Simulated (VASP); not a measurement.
Input:

```
CELL_PARAMETERS angstrom
      4.12301     0.00000     0.00000
      0.00000     4.12301     0.00000
      0.00000     0.00000     4.12301
ATOMIC_POSITIONS crystal
  Ba 0.00000 0.00000 0.00000
  Hf 0.50000 0.50000 0.50000
  O  0.50000 0.00000 0.50000
  O  0.00000 0.50000 0.50000
  O  0.50000 0.50000 0.00000
```

The numbers are results of LDA (Ceperley-Alder, Perdew-Zunger), VASP's LDA PAW potentials (set 64) (plane waves; VASP), not measurements. Numerical set-up: 520 eV cut-off, 5×5×5 Γ-centred mesh, Gaussian smearing of 0.050 eV, potentials Ba_sv Hf_pv O.

### Question
Predict the energy per atom (σ→0).

### Answer

| Quantity | Result |
|---|---|
| energy per atom (σ→0) | -9.531 eV/atom |

Only differences to runs with the same potentials and settings are physical.

The compound is BaHfO3 in the cubic perovskite structure. It was relaxed first. The start is the result of an earlier pass.
